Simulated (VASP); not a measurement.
Runs of VASP 6.6.1 on Ca. It takes space group Fm-3m (No. 225, cubic). Conventional cell: a = 5.458 Å, b = 5.458 Å, c = 5.458 Å, α = 90.00°, β = 90.00°, γ = 90.00°. Ca (site symmetry m-3m) has 12 Ca at 3.86 Å as nearest neighbours. 

```tsv
level	k mesh	cutoff (eV)	smearing	gap on the mesh (eV)	pressure (GPa)
PBEsol	14 × 14 × 14	520	gaussian 0.5 eV	none	0.1
PBEsol	14 × 14 × 14	700	gaussian 0.1 eV	none	0.0
PBEsol	14 × 14 × 14	900	gaussian 0.1 eV	none	0.0
PBEsol	20 × 20 × 20	520	gaussian 0.1 eV	none	0.0
r2SCAN	14 × 14 × 14	520	gaussian 0.1 eV	none	(a)
```

Alike in all rows: task single point; potentials or basis VASP PAW PBE potentials, release 64 (Ca_sv); no spin polarisation; cell as given.

Problem. Estimate the missing entries.

Solution. (a) 1.2.

Caveats: the PAW data sets were made with another functional, which shifts forces and pressure a little.

A k mesh can miss the band edges.

A gap of «none» marks a metal or a gap under the smearing width.

Not every run made on this cell is shown here.
